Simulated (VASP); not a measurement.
```xyz
2
Lattice="2.6336 0.0000 0.0000 0.0000 2.6336 0.0000 0.0000 0.0000 2.6336" Properties=species:S:1:pos:R:3 pbc="T T T"
Ru     0.0000     0.0000     0.0000
C      1.3168     1.3168     1.3168
```

Calculation: PBEsol GGA, VASP's PBE PAW potentials (set 64) (plane waves; VASP 6.6.1). Settings: 520 eV cut-off, 15×15×15 Γ-centred mesh, tetrahedra with Blöchl corrections, potentials Ru_pv C.

Estimate the energy per atom (σ→0), band gap (on the k-mesh) with the smallest direct gap where there is one.

The band gap (on the k-mesh) is none (metal, semimetal or under 0.01 eV) and the energy per atom (σ→0) comes out as -8.848 eV/atom.

The absolute energy has meaning only against runs of the same code, potentials and settings.

The structure was generated: RuC was put into the CsCl type type (Pm-3m), which need not be its known phase. It was relaxed first, which changed the volume by -24 %.
